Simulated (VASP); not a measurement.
# La2TaO5 (I4/mmm) in VASP: notebook

Runs on La2TaO5. Level: PBE. Tasks: relaxation of cell and atoms.

Everything below comes from runs of VASP 6.6.1. Logs are shortened: lines on timing, memory, paths and dates and some standing lists are left out, and cuts for length are marked.

## (1) The crystal as given

It takes space group I4/mmm (No. 139, tetragonal). Conventional cell: a = 6.161 Å, b = 6.161 Å, c = 6.613 Å, α = 90.00°, β = 90.00°, γ = 90.00°. La (site symmetry mmm) has 10 O at 2.73 to 3.08 Å and 2 Ta at 3.08 Å as nearest neighbours. Around Ta (site symmetry 4/mmm) lie 8 O at 2.73 Å and 4 La at 3.08 Å. O (site symmetry 2/m) has 4 La at 2.73 Å and 2 Ta at 2.73 Å and 6 O at 2.73 to 3.08 Å as nearest neighbours. O (site symmetry 4/mmm) is surrounded by 8 O at 2.73 Å and 4 La at 3.08 Å.

The cell was built by a generator and needn't be a form met in nature.

## (2) Relaxation of cell and atoms, PBE

INCAR reads:

```
ALGO = Fast ; EDIFF = 1E-4
EDIFFG = -0.08 ; ENCUT = 520
GGA = PE ; IBRION = 2
ISIF = 3 ; ISMEAR = 0
LASPH = T ; LCHARG = F
LREAL = F ; LWAVE = F
NELM = 60 ; NSW = 24
PREC = Normal ; SIGMA = 0.15
```

KPOINTS reads:

```
k-points
0
Gamma
  3 3 3
```

POSCAR reads:

```
La2TaO5
1.0
   -3.0807373000      3.0807373000      3.3064952700
    3.0807373000     -3.0807373000      3.3064952700
    3.0807373000      3.0807373000     -3.3064952700
La Ta O
2 1 5
Direct
    0.5000000000      0.0000000000      0.5000000000
    0.0000000000      0.5000000000      0.5000000000
    0.0000000000      0.0000000000      0.0000000000
    0.5000000000      0.5000000000      0.5000000000
    0.0000000000      0.0000000000      0.5000000000
    0.5000000000      0.0000000000      0.0000000000
    0.0000000000      0.5000000000      0.0000000000
    0.5000000000      0.5000000000      0.0000000000
```

Potentials or basis: VASP PAW PBE potentials, release 64 (La, Ta_pv, O).

Command:

```sh
$ cat potpaw_PBE.64/La/POTCAR potpaw_PBE.64/Ta_pv/POTCAR potpaw_PBE.64/O/POTCAR > POTCAR
$ mpirun -np 1 vasp_std > vasp.out
```

OUTCAR:

```text
EDIFF = 1E-4
   EDIFFG = -0.08
   ENCUT = 520
   GGA = PE
   IBRION = 2
   ISIF = 3
   ISMEAR = 0
   LASPH = T
   LREAL = F
   NELM = 60
   NSW = 24
   PREC = Normal

 ion  position               nearest neighbor table
   1  0.500  0.000  0.500-   4 2.73   5 2.73   6 2.73   7 2.73   6 2.73   4 2.73   5 2.73   7 2.73
                             3 3.08   3 3.08   2 3.31   2 3.31
   2  0.000  0.500  0.500-   4 2.73   5 2.73   6 2.73   7 2.73   7 2.73   5 2.73   4 2.73   6 2.73
                             3 3.08   3 3.08   1 3.31   1 3.31
   3  0.000  0.000  0.000-   4 2.73   5 2.73   6 2.73   7 2.73   5 2.73   7 2.73   6 2.73   4 2.73
                             2 3.08   1 3.08   1 3.08   2 3.08
   4  0.500  0.500  0.500-   1 2.73   2 2.73   3 2.73   1 2.73   2 2.73   3 2.73
   5  0.000  0.000  0.500-   1 2.73   2 2.73   3 2.73   3 2.73   2 2.73   1 2.73
   6  0.500  0.000  0.000-   1 2.73   2 2.73   3 2.73   1 2.73   3 2.73   2 2.73
   7  0.000  0.500  0.000-   1 2.73   2 2.73   3 2.73   2 2.73   3 2.73   1 2.73
   8  0.500  0.500  0.000-

  LATTYP: Found a body centered tetragonal cell.
 ALAT       =     6.1614746000
 C/A-ratio  =     1.0732805001

  Lattice vectors:

 A1 = (  -3.0807373000,   3.0807373000,   3.3064952700)
 A2 = (   3.0807373000,  -3.0807373000,   3.3064952700)
 A3 = (   3.0807373000,   3.0807373000,  -3.3064952700)

Analysis of symmetry for initial positions (statically):
=====================================================================
 Subroutine PRICEL returns:
 Original cell was already a primitive cell.

 Routine SETGRP: Setting up the symmetry group for a
 body centered tetragonal supercell.

 Subroutine GETGRP returns: Found 16 space group operations
 (whereof 16 operations were pure point group operations)
 out of a pool of 16 trial point group operations.

The static configuration has the point symmetry D_4h.

Analysis of symmetry for dynamics (positions and initial velocities):
=====================================================================
 Subroutine PRICEL returns:
 Original cell was already a primitive cell.

 Routine SETGRP: Setting up the symmetry group for a
 body centered tetragonal supercell.

 Subroutine GETGRP returns: Found 16 space group operations
 (whereof 16 operations were pure point group operations)
 out of a pool of 16 trial point group operations.

The dynamic configuration has the point symmetry D_4h.

 Subroutine INISYM returns: Found 16 space group operations
 (whereof 16 operations are pure point group operations),
 and found     1 'primitive' translations

----------------------------------------------------------------------------------------

                                     Primitive cell

  volume of cell :     125.5270

  direct lattice vectors                    reciprocal lattice vectors
    -3.080737300  3.080737300  3.306495270     0.000000000  0.162298811  0.151217516
     3.080737300 -3.080737300  3.306495270     0.162298811  0.000000000  0.151217516
     3.080737300  3.080737300 -3.306495270     0.162298811  0.162298811  0.000000000

  length of vectors
     5.469441982  5.469441982  5.469441982     0.221827954  0.221827954  0.229525179

  position of ions in fractional coordinates (direct lattice)
     0.500000000  0.000000000  0.500000000
     0.000000000  0.500000000  0.500000000
     0.000000000  0.000000000  0.000000000
     0.500000000  0.500000000  0.500000000
     0.000000000  0.000000000  0.500000000
     0.500000000  0.000000000  0.000000000
     0.000000000  0.500000000  0.000000000
     0.500000000  0.500000000  0.000000000

  ion indices of the primitive-cell ions
   primitive index   ion index
                 1           1
                 2           2
                 3           3
                 4           4
                 5           5
                 6           6
                 7           7
                 8           8

----------------------------------------------------------------------------------------

 KPOINTS: k-points

Automatic generation of k-mesh.
 Grid dimensions read from file:
 generate k-points for:    3    3    3

 Generating k-lattice:

  Cartesian coordinates                     Fractional coordinates (reciprocal lattice)
     0.000000000  0.054099604  0.050405839     0.333333333  0.000000000  0.000000000
     0.054099604  0.000000000  0.050405839     0.000000000  0.333333333  0.000000000
     0.054099604  0.054099604  0.000000000     0.000000000  0.000000000  0.333333333

  Length of vectors
     0.073942651  0.073942651  0.076508393

  Shift w.r.t. Gamma in fractional coordinates (k-lattice)
     0.000000000  0.000000000  0.000000000

 Subroutine IBZKPT returns following result:
 ===========================================

 Found      6 irreducible k-points:

 Following reciprocal coordinates:
            Coordinates               Weight
  0.000000  0.000000  0.000000      1.000000
  0.333333  0.000000  0.000000      8.000000
  0.333333  0.333333  0.000000      8.000000
 -0.333333  0.333333  0.000000      4.000000
 -0.333333  0.333333  0.333333      4.000000
 -0.333333 -0.333333  0.333333      2.000000
   k-points           NKPTS =      6   k-points in BZ     NKDIM =      6   number of bands    NBANDS=     37
   number of dos      NEDOS =    301   number of ions     NIONS =      8
   total plane-waves  NPLWV =  32768
   dimension x,y,z NGX =    32 NGY =   32 NGZ =   32
   dimension x,y,z NGXF=    64 NGYF=   64 NGZF=   64
   ions per type =               2   1   5
   NGX,Y,Z   is equivalent  to a cutoff of   9.73,  9.73,  9.73 a.u.
   NGXF,Y,Z  is equivalent  to a cutoff of  19.45, 19.45, 19.45 a.u.
 SYSTEM =  unknown system
   PREC   = normal    normal or accurate (medium, high low for compatibility)
   ISTART =      0    job   : 0-new  1-cont  2-samecut
   ICHARG =      2    charge: 1-file 2-atom 10-const
   ISPIN  =      1    spin polarized calculation?
   LNONCOLLINEAR =      F non collinear calculations
   LSORBIT =      F    spin-orbit coupling
   LASPH  =      T    aspherical Exc in radial PAW
   ENCUT  =  520.0 eV  38.22 Ry    6.18 a.u.  10.17 10.17 10.17*2*pi/ulx,y,z
   NELM   =     60;   NELMIN=  2; NELMDL= -5     # of ELM steps
   EDIFF  = 0.1E-03   stopping-criterion for ELM
   LREAL  =      F    real-space projection
   EDIFFG = -.8E-01   stopping-criterion for IOM
   NSW    =     24    number of steps for IOM
   IBRION =      2    ionic relax: 0-MD 1-quasi-New 2-CG
   NFREE  =      1    steps in history (QN), initial steepest desc. (CG)
   ISIF   =      3    stress and relaxation
   ISYM   =      2    0-nonsym 1-usesym 2-fastsym
   POTIM  = 0.5000    time-step for ionic-motion
   TEBEG  =    0.0;   TEEND  =   0.0 temperature during run
   PSTRESS=    0.0 pullay stress
   NELECT =      63.0000    total number of electrons
   NUPDOWN=      -1.0000    fix difference up-down
   EMIN   =  10.00;   EMAX   =-10.00  energy-range for DOS
   EFERMI =   0.00;   METHOD = LEGACY
   ISMEAR =     0;   SIGMA  =   0.15  broadening in eV -4-tet -1-fermi 0-gaus
   EFERMI_NEDOS =   21; number of points for ismear=-14 and -15
   IALGO  =     68    algorithm
   IMIX   =      4    mixing-type and parameters
     AMIX     =   0.40;   BMIX     =  1.00
     AMIX_MAG =   1.60;   BMIX_MAG =  1.00
  volume/ion in A,a.u.               =      15.69       105.89
  Fermi-wavevector in a.u.,A,eV,Ry     =   1.300996  2.458526 23.029091  1.692590
  Thomas-Fermi vector in A             =   2.432158
   LORBIT       =      0    0 simple, 1 ext, 2 COOP (PROOUT), +10 PAW based schemes
   GGA     = PE    functional components
   LHFCALC =     F    Hartree Fock is set to
   AEXX    =    0.0000 exact exchange contribution
   IVDW    =     0    specifies the selected vdW correction
   LEPSILON=     F    determine dielectric tensor
   LRPA    =     F    only Hartree local field effects (RPA)
 conjugate gradient relaxation of ions
 non-spin polarized calculation
 RMM-DIIS sequential band-by-band and
 Gauss-broadening in eV      SIGMA  =   0.15
  energy-cutoff  :      520.00
  volume of cell :      125.53
 maximum number of plane-waves:      3396
   NGX = 21   NGY = 21   NGZ = 21

--------------------------------------- Ionic step        1  -------------------------------------------

 number of electron      63.0000053 magnetization

 Free energy of the ion-electron system (eV)
  ---------------------------------------------------
  ext. energy  EPLUGINS =         0.00000000
  ---------------------------------------------------
  free energy    TOTEN  =       -56.57812585 eV

  energy without entropy =      -56.45764550  energy(sigma->0) =      -56.51788568

------------------------ aborting loop because EDIFF is reached ----------------------------------------

  FORCE on cell =-STRESS in cart. coord.  units (eV):
  Direction    XX          YY          ZZ          XY          YZ          ZX
  --------------------------------------------------------------------------------------
  -------------------------------------------------------------------------------------
  Total      -14.8701628    -14.8701628    -17.7760981      0.0000000     -0.0000000      0.0000000
  in kB     -189.7968828   -189.7968828   -226.8870925      0.0000000     -0.0000000      0.0000000
  external PRESSURE =    -202.1602860 kB  Pullay stress =       0.0000000 kB
[... 195 lines left out ...]
  energy  without entropy=      -58.3890297316  energy(sigma->0) =      -58.44004956

--------------------------------------- Ionic step        6  -------------------------------------------

 number of electron      63.0000082 magnetization

 Free energy of the ion-electron system (eV)
  ---------------------------------------------------
  ext. energy  EPLUGINS =         0.00000000
  ---------------------------------------------------
  free energy    TOTEN  =       -58.49240049 eV

  energy without entropy =      -58.39124682  energy(sigma->0) =      -58.44182365

 E-fermi :   8.0490     XC(G=0): -11.9160

 val. band max:        8.0023958415   @ k =   0.3333   0.3333   0.0000
 cond. band min:       8.1201318670   @ k =   0.3333   0.0000   0.0000
 fundamental gap:      0.1177360255
 Fermi energy:         8.0490404474

 k-point     1 :       0.0000    0.0000    0.0000
  band No.  band energies     occupation
      1     -28.1335      2.00000
      2     -27.8790      2.00000
      3     -27.8790      2.00000
      4     -23.5177      2.00000
      5     -22.6859      2.00000
      6     -10.1208      2.00000
[... 264 lines left out ...]
  FREE ENERGIE OF THE ION-ELECTRON SYSTEM (eV)
  ---------------------------------------------------
  free  energy   TOTEN  =       -58.4924004856 eV

  energy  without entropy=      -58.3912468211  energy(sigma->0) =      -58.44182365

 reached required accuracy - stopping structural energy minimisation
```

It took 3 min on 1 thread of Intel Xeon Platinum 8259CL at 2.50GHz (Skylake/Cascade Lake), shared host; peak memory 0.22 GiB.

Results:

```yaml
Free_energy: -58.4924 eV
Relaxed_volume: 12.59 Å³/atom
Relaxed_cell: a = 5.077 Å, b = 5.077 Å, c = 5.077 Å, α = 110.10°, β = 110.10°, γ = 108.21°
Space_group_after_relaxing_to_0.05_Å: I4/mmm (No. 139)
Energy_gained_by_relaxing: 239.3 meV/atom
Ionic_steps: 6
Pressure_after_relaxing: 0.8 GPa
Band_gap_on_the_k_mesh: none (metal or under the smearing width)
```

Step by step:
```csv
step,energy change (eV),largest force (eV/Å),pressure (GPa),volume (Å³)
1,0.0000,0.0000,-20.22,125.53
2,-1.4595,0.0000,16.84,92.87
3,-1.8579,0.0000,0.07,101.49
4,-1.8582,0.0000,0.69,101.04
5,-1.9129,0.0000,0.78,100.76
6,-1.9143,0.0000,0.83,100.70
```

Final structure:
```cif
data_structure
_symmetry_space_group_name_H-M 'P 1'
_symmetry_Int_Tables_number 1
_cell_length_a 5.0770
_cell_length_b 5.0770
_cell_length_c 5.0770
_cell_angle_alpha 110.104
_cell_angle_beta 110.104
_cell_angle_gamma 108.214
_cell_volume 100.70
loop_
_atom_site_label
_atom_site_type_symbol
_atom_site_fract_x
_atom_site_fract_y
_atom_site_fract_z
_atom_site_occupancy
La1 La 0.50000 0.00000 0.50000 1
La2 La 0.00000 0.50000 0.50000 1
Ta1 Ta 0.00000 0.00000 0.00000 1
O1 O 0.50000 0.50000 0.50000 1
O2 O 0.00000 0.00000 0.50000 1
O3 O 0.50000 0.00000 0.00000 1
O4 O 0.00000 0.50000 0.00000 1
O5 O 0.50000 0.50000 0.00000 1
```

Levels at points of the mesh, in eV from the Fermi level:
| k point | band 30 | band 31 | band 32 | band 33 | band 34 | band 35 |
| --- | --- | --- | --- | --- | --- | --- |
| (0.00, 0.00, 0.00) | -1.34 | 0.20 | 0.20 | 0.25 | 0.27 | 0.63 |

Caveat: the k mesh is coarse (spacing up to 0.48 Å⁻¹), so the values aren't converged; the volume moved by over 15 % at a fixed basis, so the end points are rough; an odd number of electrons without spin polarisation forces a metal; a magnetic or distorted state may lie lower; the relaxation stopped at a loose force limit of 0.08 eV/Å, so its end isn't a converged minimum. The run has no spin-orbit coupling, so splittings on La, Ta are missing.

(Part 1 of 2 ends here.)
